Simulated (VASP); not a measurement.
Here is the system:

```
CELL_PARAMETERS angstrom
      1.23308    -2.13576     0.00000
      1.23308     2.13576     0.00000
      0.00000     0.00000     6.71043
ATOMIC_POSITIONS crystal
  C  0.00000 0.00000 0.25000
  C  0.00000 0.00000 0.75000
  C  0.33333 0.66667 0.25000
  C  0.66667 0.33333 0.75000
```

Computed with PBE GGA with D3 dispersion (Becke-Johnson damping), VASP's PBE PAW potentials (set 64) (plane waves; VASP). Settings: 520 eV cut-off, 9×9×3 Γ-centred mesh, Gaussian smearing of 0.050 eV, potentials C.

Estimate the energy per atom (σ→0), band gap (on the k-mesh) with the smallest direct gap where there is one.

- band gap (on the k-mesh) = none (metal, semimetal or under 0.01 eV)
- energy per atom (σ→0) = -9.363 eV/atom

Total energies compare only between runs with the same potentials, cut-off and functional.

The compound is C in the graphite structure. It was relaxed first. The k-mesh is coarse (spacing up to 0.33 per Å, 2π included), so the numbers may not be converged in it. The start is the result of an earlier pass.
